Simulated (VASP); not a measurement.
Input:

```
CELL_PARAMETERS angstrom
      0.00000     2.58464     2.58464
      2.58464     0.00000     2.58464
      2.58464     2.58464     0.00000
ATOMIC_POSITIONS crystal
  Sr 0.00000 0.00000 0.00000
  O  0.50000 0.50000 0.50000
```

These are r2SCAN meta-GGA, VASP's PBE PAW potentials (set 64) (plane waves; VASP 6.6.1) values and carry that method's errors. Numerical set-up: 520 eV cut-off, 11×11×11 Γ-centred mesh, Gaussian smearing of 0.010 eV, potentials Sr_sv O.

Q: Estimate the energy per atom (σ→0).

A: 
```yaml
energy per atom (σ→0): -13.528 eV/atom
```

The compound is SrO in the rock salt structure. It was relaxed first.
